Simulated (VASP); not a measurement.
Data:

```xyz
5
Lattice="5.5592 0.0000 0.0000 0.0000 5.5592 0.0000 0.0000 0.0000 5.5592" Properties=species:S:1:pos:R:3 pbc="T T T"
Cs     0.0000     0.0000     0.0000
Pb     2.7796     2.7796     2.7796
Cl     2.7796     0.0000     2.7796
Cl     0.0000     2.7796     2.7796
Cl     2.7796     2.7796     0.0000
```

The numbers are results of r2SCAN meta-GGA, VASP's PBE PAW potentials (set 64) (plane waves; VASP), not measurements. Run with 520 eV cut-off, 4×4×4 Γ-centred mesh, Gaussian smearing of 0.050 eV, potentials Cs_sv Pb_d Cl.

Problem. Give the stress tensor in GPa (positive for a compressed cell).

Solution. 
```
1.81  0.00  0.00
0.00  1.81  0.00
0.00  0.00  1.81
```
The pressure is its mean diagonal, 1.81 GPa.

The compound is CsPbCl3 in the cubic perovskite structure, the ideal cubic form; the compound distorts at low or room temperature. This cell is one point of a volume scan, at 0.94 of the reference volume.
